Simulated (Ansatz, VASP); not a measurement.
## ZnH38C22S4N2O21F12: VASP beside Ansatz

Wanted: the spread between two codes on one cell, functional and k mesh. The structure shown is the start of the Ansatz relaxation below; VASP solves that cell, so the two are compared at the walk's first step.

Calculated with Ansatz 0.2.0; plane waves, with VASP 6.6.1 beside it; single point at PBE with D3(BJ).

### Step 1. Set-up

The cell holds 100 atoms: 12 F, 22 C, 21 O, 38 H, 2 N, 4 S and 1 Zn. Cell: a = 10.849 Å, b = 10.849 Å, c = 10.849 Å, α = 90.0°, β = 90.0°, γ = 90.0°.

### Step 2. Ansatz: relaxation, PBE with D3(BJ)

Ansatz runs on its default PAW (the set named soft_2) files.

The two programs are compared at the cell with which this relaxation starts, whose forces are those of its first step.

File input.yaml:

```yaml
crystal:
  lattice:
    - [10.84907, 0.0, 0.0]
    - [0.0, 10.84907, 0.0]
    - [0.0, 0.0, 10.84907]
  atoms:
    - { symbol: F, position: [0.03863, 0.31554, 0.93179] }
    - { symbol: C, position: [0.94282, 0.241, 0.96736] }
    - { symbol: F, position: [0.97058, 0.21597, 0.08394] }
    - { symbol: C, position: [0.94326, 0.11984, 0.88916] }
    - { symbol: F, position: [0.05826, 0.06534, 0.90901] }
    - { symbol: F, position: [0.93424, 0.13867, 0.76944] }
    - { symbol: O, position: [0.84725, 0.04318, 0.93115] }
    - { symbol: C, position: [0.86445, 0.92554, 0.8815] }
    - { symbol: C, position: [0.75052, 0.85245, 0.903] }
    - { symbol: F, position: [0.65447, 0.898, 0.83869] }
    - { symbol: F, position: [0.76941, 0.73753, 0.86553] }
    - { symbol: C, position: [0.71643, 0.86067, 0.04059] }
    - { symbol: F, position: [0.6025, 0.80774, 0.06684] }
    - { symbol: F, position: [0.71632, 0.97424, 0.09722] }
    - { symbol: H, position: [0.85586, 0.28991, 0.96762] }
    - { symbol: H, position: [0.93619, 0.86928, 0.93586] }
    - { symbol: H, position: [0.88327, 0.93088, 0.77823] }
    - { symbol: H, position: [0.77754, 0.80965, 0.09125] }
    - { symbol: C, position: [0.71111, 0.1859, 0.39234] }
    - { symbol: C, position: [0.67236, 0.09507, 0.49404] }
    - { symbol: O, position: [0.71026, 0.14725, 0.60637] }
    - { symbol: C, position: [0.64109, 0.23333, 0.65318] }
    - { symbol: O, position: [0.54391, 0.27333, 0.60761] }
    - { symbol: O, position: [0.70357, 0.27745, 0.75018] }
    - { symbol: C, position: [0.64282, 0.3802, 0.80604] }
    - { symbol: C, position: [0.57219, 0.33466, 0.91756] }
    - { symbol: H, position: [0.6827, 0.28165, 0.41581] }
    - { symbol: H, position: [0.67725, 0.1676, 0.29769] }
    - { symbol: H, position: [0.81212, 0.20104, 0.38344] }
    - { symbol: H, position: [0.70991, 0.00753, 0.47672] }
    - { symbol: H, position: [0.5709, 0.08695, 0.49463] }
    - { symbol: H, position: [0.71304, 0.44938, 0.84254] }
    - { symbol: H, position: [0.58305, 0.42606, 0.74482] }
    - { symbol: H, position: [0.50461, 0.26168, 0.88638] }
    - { symbol: H, position: [0.52246, 0.40938, 0.96285] }
    - { symbol: H, position: [0.63147, 0.28901, 0.98008] }
    - { symbol: C, position: [0.2364, 0.72268, 0.93063] }
    - { symbol: C, position: [0.19237, 0.67592, 0.05147] }
    - { symbol: O, position: [0.25799, 0.56197, 0.05984] }
    - { symbol: C, position: [0.29298, 0.53035, 0.1722] }
    - { symbol: O, position: [0.27655, 0.58719, 0.26853] }
    - { symbol: O, position: [0.36748, 0.42941, 0.16377] }
    - { symbol: C, position: [0.40815, 0.37058, 0.27451] }
    - { symbol: H, position: [0.20779, 0.66776, 0.85709] }
    - { symbol: H, position: [0.33148, 0.73191, 0.923] }
    - { symbol: H, position: [0.18958, 0.80683, 0.91319] }
    - { symbol: H, position: [0.09846, 0.65607, 0.03985] }
    - { symbol: H, position: [0.20393, 0.74201, 0.12182] }
    - { symbol: H, position: [0.49257, 0.32642, 0.24642] }
    - { symbol: H, position: [0.41243, 0.42868, 0.36031] }
    - { symbol: H, position: [0.34856, 0.2954, 0.29486] }
    - { symbol: C, position: [0.28964, 0.05423, 0.67678] }
    - { symbol: C, position: [0.26095, 0.92186, 0.63482] }
    - { symbol: O, position: [0.15047, 0.88388, 0.68942] }
    - { symbol: C, position: [0.08876, 0.78686, 0.62977] }
    - { symbol: O, position: [0.13493, 0.72892, 0.54054] }
    - { symbol: O, position: [0.97511, 0.76595, 0.67518] }
    - { symbol: C, position: [0.9092, 0.67315, 0.60404] }
    - { symbol: H, position: [0.28444, 0.04876, 0.77502] }
    - { symbol: H, position: [0.21413, 0.12107, 0.64574] }
    - { symbol: H, position: [0.38244, 0.08681, 0.64332] }
    - { symbol: H, position: [0.33828, 0.86188, 0.65874] }
    - { symbol: H, position: [0.25038, 0.92475, 0.53705] }
    - { symbol: H, position: [0.8914, 0.70443, 0.51069] }
    - { symbol: H, position: [0.96321, 0.58955, 0.5956] }
    - { symbol: H, position: [0.8258, 0.65162, 0.65411] }
    - { symbol: C, position: [0.61383, 0.75228, 0.41102] }
    - { symbol: C, position: [0.54104, 0.78754, 0.52943] }
    - { symbol: O, position: [0.51739, 0.68019, 0.60546] }
    - { symbol: C, position: [0.4133, 0.61832, 0.59233] }
    - { symbol: O, position: [0.33717, 0.63326, 0.51029] }
    - { symbol: O, position: [0.40943, 0.54111, 0.68553] }
    - { symbol: C, position: [0.30866, 0.45931, 0.67265] }
    - { symbol: H, position: [0.58959, 0.65663, 0.3868] }
    - { symbol: H, position: [0.71586, 0.75841, 0.41569] }
    - { symbol: H, position: [0.59304, 0.80878, 0.33055] }
    - { symbol: H, position: [0.45314, 0.82394, 0.49622] }
    - { symbol: H, position: [0.58748, 0.85582, 0.57886] }
    - { symbol: H, position: [0.22287, 0.51389, 0.66289] }
    - { symbol: H, position: [0.32152, 0.40814, 0.59382] }
    - { symbol: H, position: [0.3102, 0.39792, 0.75566] }
    - { symbol: "N", position: [0.14963, 0.046, 0.27653] }
    - { symbol: S, position: [0.03095, 0.97119, 0.27664] }
    - { symbol: O, position: [0.00806, 0.88362, 0.17517] }
    - { symbol: O, position: [2.0e-05, 0.92899, 0.39833] }
    - { symbol: F, position: [0.92714, 0.07484, 0.26236] }
    - { symbol: S, position: [0.26565, 0.95902, 0.28552] }
    - { symbol: O, position: [0.36962, 0.01657, 0.34892] }
    - { symbol: O, position: [0.24927, 0.83302, 0.32842] }
    - { symbol: F, position: [0.31357, 0.94604, 0.15047] }
    - { symbol: "N", position: [0.00189, 0.43622, 0.24969] }
    - { symbol: S, position: [0.95869, 0.57186, 0.25121] }
    - { symbol: O, position: [0.04574, 0.66284, 0.30073] }
    - { symbol: O, position: [0.89325, 0.60502, 0.13803] }
    - { symbol: F, position: [0.8553, 0.56368, 0.35403] }
    - { symbol: S, position: [0.04485, 0.4077, 0.38794] }
    - { symbol: O, position: [0.14141, 0.49314, 0.43331] }
    - { symbol: O, position: [0.95244, 0.37398, 0.47433] }
    - { symbol: F, position: [0.11196, 0.27977, 0.36536] }
    - { symbol: Zn, position: [0.19413, 0.66507, 0.40352] }
kpoints:
  mp_grid: { grid: [1, 1, 1] }
hamiltonian:
  xc: pbe
  dispersion: d3bj
scf:
  occupations: { method: gaussian, width: 0.05 }
output:
  forces: true
relax:
  f_tol: 0.03
  max_steps: 200
  cell: {}
```

Launch:

```
$ ansatz run input.yaml --threads 4 --pin off --max-ram 8192MiB --backend cpu --events-out ev --progress --plain --runs-dir out
```

Numbers of over 12 decimals in the logs are rounded to 6 here.

The log of the run:

```text
Engine: ansatz 0.2.0, aarch64-unknown-linux-gnu
Pseudopotentials: kind: paw
Pseudopotential: F, paw, valence charge 7, recommended cutoff 420 eV (normal), F.paw.azcp
Pseudopotential: C, paw, valence charge 4, recommended cutoff 420 eV (normal), C.paw.azcp
Pseudopotential: O, paw, valence charge 6, recommended cutoff 420 eV (normal), O.paw.azcp
Pseudopotential: H, paw, valence charge 1, recommended cutoff 420 eV (normal), H.paw.azcp
Pseudopotential: N, paw, valence charge 5, recommended cutoff 420 eV (normal), N.paw.azcp
Pseudopotential: S, paw, valence charge 6, recommended cutoff 420 eV (normal), S.paw.azcp
Pseudopotential: Zn, paw, valence charge 12, recommended cutoff 420 eV (normal), Zn.paw.azcp
Functional definition: PBE
  parameter kappa = 0.804
  parameter beta = 0.066725
  exchange = pbe_x(kappa = kappa, mu = beta*pi^2/3)
  correlation = pbe_c(beta = beta)
Crystal: 100 atoms, lattice volume = 1276.961 Å³
Basis set: ecut = 420 eV, 24885 PW (Γ), exchange–correlation on 150×150×150 points (8 copies of the dense FFT grid, shifted against one another)
Bands: 291, of which v1, the nominal top of the filled ones, is band 191 counted from 1 (190 counted from 0)
Symmetry: 1 space group operations
Space group: P1 (ITA 1), of the structure as read, at distance tolerance 1.1e-4 Å
k-points: 1
Non-local potential: F, projectors of the file, l = 0: 2, l = 1: 2, l = 2: 1
Non-local potential: C, projectors of the file, l = 0: 2, l = 1: 2, l = 2: 1
Non-local potential: O, projectors of the file, l = 0: 2, l = 1: 2, l = 2: 1
Non-local potential: H, projectors of the file, l = 0: 2, l = 1: 1
Non-local potential: N, projectors of the file, l = 0: 2, l = 1: 2, l = 2: 1
Non-local potential: S, projectors of the file, l = 0: 2, l = 1: 2, l = 2: 2
Non-local potential: Zn, projectors of the file, l = 0: 2, l = 1: 2, l = 2: 3, l = 3: 1
PAW form: soft (Blöchl's): semilocal exchange-correlation on the pseudo side does not see the compensation charge
PAW one-centre angular grid: F, 110 points (default); XC on 64 Gauss nodes
PAW one-centre angular grid: C, 110 points (default); XC on 64 Gauss nodes
PAW one-centre angular grid: O, 110 points (default); XC on 64 Gauss nodes
PAW one-centre angular grid: H, 110 points (default); XC on 64 Gauss nodes
PAW one-centre angular grid: N, 110 points (default); XC on 64 Gauss nodes
PAW one-centre angular grid: S, 110 points (default); XC on 64 Gauss nodes
PAW one-centre angular grid: Zn, 590 points (default); XC on 64 Gauss nodes
Initial density: superposition of atomic densities (neutral atoms: chi_scale 0, normalization atom), corrected by the library's trained network
Initial wavefunctions: pseudopotential atomic-orbital guess
Functional: x = pbe(κ = 0.804, μ = 0.219515), c = pbe(β = 0.066725)
SCF iter   1: F=—  HF=-35421.202451 eV  |F-HF|=—  |Δ(HF+E_count)|=         —  Δρ=5.34e-3  dr2=6.06e-1  ethr=1.77e-3  ⟨swp⟩=5.0  Hψ=1262  notcnv=0  defer=82
preconditioner: auto → Resta (q_TF=auto, 2.231 Å⁻¹)  ε∞=2.5  [insulator: Δε(μ)=4.192 eV  Ē_g=16.346 eV  σ=0.050 eV  W_gap=1.00  n_scr=250 (ndim 8)  ℏωp=19.8 eV  f_vac=0.344  D(μ)=0.00/eV (n_scr^D=0)  ε∞_Penn≈2.5]
SCF iter   2: F=—  HF=-35421.030754 eV  |F-HF|=—  |Δ(HF+E_count)|=   1.72e-1  Δρ=2.81e-3  dr2=1.42e-1  ethr=1.59e-4  ⟨swp⟩=3.0  Hψ=422  notcnv=0  defer=95
SCF iter   3: F=—  HF=-35421.007346 eV  |F-HF|=—  |Δ(HF+E_count)|=   2.34e-2  Δρ=1.76e-3  dr2=5.41e-2  ethr=3.73e-5  ⟨swp⟩=2.0  Hψ=388  notcnv=0  defer=95
SCF iter   4: F=—  HF=-35420.992974 eV  |F-HF|=—  |Δ(HF+E_count)|=   1.44e-2  Δρ=5.64e-4  dr2=6.90e-3  ethr=1.42e-5  ⟨swp⟩=2.0  Hψ=458  notcnv=0  defer=95
SCF iter   5: F=—  HF=-35420.991064 eV  |F-HF|=—  |Δ(HF+E_count)|=   1.91e-3  Δρ=3.75e-4  dr2=1.68e-3  ethr=1.81e-6  ⟨swp⟩=2.0  Hψ=374  notcnv=0  defer=95
SCF iter   6: F=—  HF=-35420.990712 eV  |F-HF|=—  |Δ(HF+E_count)|=   3.53e-4  Δρ=1.20e-4  dr2=2.02e-4  ethr=4.39e-7  ⟨swp⟩=2.0  Hψ=387  notcnv=0  defer=95
SCF iter   7: F=—  HF=-35420.990701 eV  |F-HF|=—  |Δ(HF+E_count)|=   1.04e-5  Δρ=4.82e-5  dr2=2.93e-5  ethr=5.30e-8  ⟨swp⟩=2.0  Hψ=362  notcnv=0  defer=95
SCF iter   8: F=—  HF=-35420.989517 eV  |F-HF|=—  |Δ(HF+E_count)|=   1.18e-3  Δρ=2.06e-5  dr2=4.95e-6  ethr=7.67e-9  ⟨swp⟩=2.0  Hψ=387  notcnv=0  defer=95
SCF iter   9: F=—  HF=-35420.989517 eV  |F-HF|=—  |Δ(HF+E_count)|=   2.33e-7  Δρ=6.33e-6  dr2=5.78e-7  ethr=1.29e-9  ⟨swp⟩=2.0  Hψ=360  notcnv=0  defer=95
SCF iter  10: F=—  HF=-35420.989517 eV  |F-HF|=—  |Δ(HF+E_count)|=   3.36e-8  Δρ=3.43e-6  dr2=1.34e-7  ethr=1.51e-10  ⟨swp⟩=2.0  Hψ=383  notcnv=0  defer=95
SCF iter  11: F=-35420.989517 eV  HF=-35420.989517 eV  |F-HF|=5.87e-9  |Δ(HF+E_count)|=   3.30e-8  Δρ=9.74e-7  dr2=1.33e-8  ethr=2.62e-11  ⟨swp⟩=4.0  Hψ=822  notcnv=0
SCF 1 converged in 11 iterations: F = -35420.989517 eV  dr2 = 1.33e-8
[...]
0.011754      -0.013170      -0.020994
       -0.013170       0.028362       0.002121
       -0.020993       0.002119       0.002482
  P = ⅓ Tr σ = 0.0142 GPa (0.142 kbar)
--- Relaxed structure (68 steps of the walk, 67 accepted, 5 SCFs on fresh bases) ---
  F+E_penalty+E_count = -35427.26445893 eV   max|allowed force component| = 2.457e-2 eV/Å   (the final SCF, on the basis selected at the relaxed cell)
  cell:  # Å, volume = 1152.7291 Å³
    - [10.335733, -0.282806, -0.572743]
    - [-0.282806, 10.843475, 0.239252]
    - [-0.572743, 0.239252, 10.329009]
  atoms:
    - { symbol: F, position: [0.123839, 0.333029, 0.902659] }
    - { symbol: C, position: [1.026886, 0.265142, 0.956883] }
    - { symbol: F, position: [1.068153, 0.240830, 0.084357] }
    - { symbol: C, position: [1.001120, 0.141831, 0.886651] }
    - { symbol: F, position: [0.103520, 0.067066, 0.920623] }
    - { symbol: F, position: [0.998807, 0.164895, 0.755236] }
    - { symbol: O, position: [0.886968, 0.088708, 0.919760] }
    - { symbol: C, position: [0.850697, 0.972256, 0.862623] }
    - { symbol: C, position: [0.709848, 0.935068, 0.881216] }
    - { symbol: F, position: [0.626692, 1.019031, 0.821232] }
    - { symbol: F, position: [0.683244, 0.825318, 0.818950] }
    - { symbol: C, position: [0.677217, 0.909601, 0.022531] }
    - { symbol: F, position: [0.551861, 0.860800, 0.019443] }
    - { symbol: F, position: [0.684007, 1.017350, 0.085901] }
    - { symbol: H, position: [0.939590, 0.318988, 0.949222] }
    - { symbol: H, position: [0.913169, 0.900325, 0.908508] }
    - { symbol: H, position: [0.857638, 0.978689, 0.757410] }
    - { symbol: H, position: [0.743600, 0.844724, 0.076280] }
    - { symbol: C, position: [0.657271, 0.206621, 0.349944] }
    - { symbol: C, position: [0.648923, 0.127868, 0.473754] }
    - { symbol: O, position: [0.724219, 0.181450, 0.586533] }
    - { symbol: C, position: [0.667513, 0.269887, 0.643016] }
    - { symbol: O, position: [0.559942, 0.308610, 0.608996] }
    - { symbol: O, position: [0.749939, 0.307507, 0.744682] }
    - { symbol: C, position: [0.703672, 0.400237, 0.822831] }
    - { symbol: C, position: [0.632579, 0.341092, 0.932144] }
    - { symbol: H, position: [0.619105, 0.297788, 0.358237] }
    - { symbol: H, position: [0.599311, 0.160036, 0.269405] }
    - { symbol: H, position: [0.757437, 0.218296, 0.325518] }
    - { symbol: H, position: [0.692924, 0.039083, 0.466882] }
    - { symbol: H, position: [0.547906, 0.111223, 0.494799] }
    - { symbol: H, position: [0.792258, 0.452834, 0.860875] }
    - { symbol: H, position: [0.641928, 0.461768, 0.759538] }
    - { symbol: H, position: [0.545146, 0.287412, 0.893383] }
    - { symbol: H, position: [0.602453, 0.413214, 0.991915] }
    - { symbol: H, position: [0.694700, 0.279128, 0.995161] }
    - { symbol: C, position: [0.243759, 0.697778, 0.913715] }
    - { symbol: C, position: [0.274275, 0.667028, 0.056758] }
    - { symbol: O, position: [0.318934, 0.540917, 0.073332] }
    - { symbol: C, position: [0.297788, 0.479971, 0.183502] }
    - { symbol: O, position: [0.242005, 0.518167, 0.271941] }
    - { symbol: O, position: [0.345094, 0.368877, 0.185834] }
    - { symbol: C, position: [0.322981, 0.290175, 0.299570] }
    - { symbol: H, position: [0.165897, 0.634816, 0.870618] }
    - { symbol: H, position: [0.329715, 0.693721, 0.861417] }
    - { symbol: H, position: [0.209690, 0.792101, 0.903157] }
    - { symbol: H, position: [0.188506, 0.672395, 0.108391] }
    - { symbol: H, position: [0.352857, 0.727916, 0.101667] }
    - { symbol: H, position: [0.365877, 0.203372, 0.283666] }
    - { symbol: H, position: [0.371225, 0.331692, 0.387894] }
    - { symbol: H, position: [0.218390, 0.275356, 0.305610] }
    - { symbol: C, position: [0.291506, 0.094066, 0.648967] }
    - { symbol: C, position: [0.284719, 0.955035, 0.664813] }
    - { symbol: O, position: [0.150509, 0.914952, 0.683147] }
    - { symbol: C, position: [0.100019, 0.811047, 0.633576] }
    - { symbol: O, position: [0.154550, 0.743051, 0.566002] }
    - { symbol: O, position: [0.982523, 0.789305, 0.671771] }
    - { symbol: C, position: [0.911946, 0.678186, 0.626554] }
    - { symbol: H, position: [0.260318, 0.135944, 0.733954] }
    - { symbol: H, position: [0.229609, 0.124302, 0.561640] }
[...]
- { symbol: C, position: [0.608199, 0.675757, 0.382730] }
    - { symbol: C, position: [0.569820, 0.751539, 0.489968] }
    - { symbol: O, position: [0.549154, 0.676322, 0.608120] }
    - { symbol: C, position: [0.440912, 0.605621, 0.605904] }
    - { symbol: O, position: [0.359836, 0.592991, 0.509838] }
    - { symbol: O, position: [0.434284, 0.549484, 0.721271] }
    - { symbol: C, position: [0.330836, 0.454681, 0.731032] }
    - { symbol: H, position: [0.526252, 0.617523, 0.340040] }
    - { symbol: H, position: [0.688025, 0.616614, 0.418571] }
    - { symbol: H, position: [0.641898, 0.738915, 0.306155] }
    - { symbol: H, position: [0.482072, 0.801994, 0.459575] }
    - { symbol: H, position: [0.648510, 0.817410, 0.524646] }
    - { symbol: H, position: [0.236079, 0.492564, 0.700671] }
    - { symbol: H, position: [0.347598, 0.378168, 0.670701] }
    - { symbol: H, position: [0.338811, 0.425761, 0.833894] }
    - { symbol: N, position: [0.127680, -0.016518, 0.346673] }
    - { symbol: S, position: [-0.020284, 0.948896, 0.289920] }
    - { symbol: O, position: [-0.035248, 0.894711, 0.164311] }
    - { symbol: O, position: [-0.094106, 0.897883, 0.391553] }
    - { symbol: F, position: [0.932437, 0.086163, 0.264295] }
    - { symbol: S, position: [0.248156, 0.923949, 0.302929] }
    - { symbol: O, position: [0.366238, -0.014810, 0.359503] }
    - { symbol: O, position: [0.246061, 0.788284, 0.310017] }
    - { symbol: F, position: [0.245337, 0.952109, 0.149270] }
    - { symbol: N, position: [-0.046875, 0.408346, 0.287451] }
    - { symbol: S, position: [0.942374, 0.537062, 0.211718] }
    - { symbol: O, position: [0.00193698, 0.641185, 0.286755] }
    - { symbol: O, position: [0.968179, 0.528390, 0.079207] }
    - { symbol: F, position: [0.790562, 0.564451, 0.201616] }
    - { symbol: S, position: [-0.032252, 0.409125, 0.442513] }
    - { symbol: O, position: [0.088167, 0.473874, 0.497988] }
    - { symbol: O, position: [0.851579, 0.431114, 0.499665] }
    - { symbol: F, position: [-0.0032193, 0.269050, 0.470328] }
    - { symbol: Zn, position: [0.183859, 0.631144, 0.412176] }
```

The column dr2 measures how far the density is from self-consistency, as an energy; F and HF (Harris–Foulkes) agree once it is small.

(Part 1 of 2 ends here.)

[Lines on the potential files, build, host, timing and source positions are cut from VASP's logs without a mark.]

[Logs are printed without paths, hosts, clocks, repeated set-up lines and the standing remarks that a program may print on its own settings, such as how far it seeks lower states.]

[Hosts, paths, dates, database ids (printed as entryN), source tags and the programs' standing remarks are cut or masked in the printed files.]
